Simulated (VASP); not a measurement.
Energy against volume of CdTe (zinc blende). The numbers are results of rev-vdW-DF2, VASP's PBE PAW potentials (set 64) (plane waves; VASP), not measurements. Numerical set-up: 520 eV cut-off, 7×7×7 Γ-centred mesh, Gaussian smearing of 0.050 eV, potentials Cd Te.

```json
[
 {"V (Å³/atom)": "34.339", "E (eV/atom)": "-0.08187"},
 {"V (Å³/atom)": "35.401", "E (eV/atom)": "-0.08585"},
 {"V (Å³/atom)": "36.463", "E (eV/atom)": "-0.08228"},
 {"V (Å³/atom)": "37.525", "E (eV/atom)": "-0.07236"}
]
```

### Question
Fit these four points and predict the energy of the run at 33.277 Å³/atom.

### Answer
A cubic in V^(−2/3), the third-order Birch-Murnaghan form, passes through the four points with V0 = 35.40 Å³/atom and B0 = 38 GPa, and gives -0.0689 eV/atom there. The run gave -0.0689 eV/atom, +0.0 meV/atom from the fit; all five points give B0 = 38 GPa.

The compound is CdTe in the zinc blende structure. It was relaxed first.
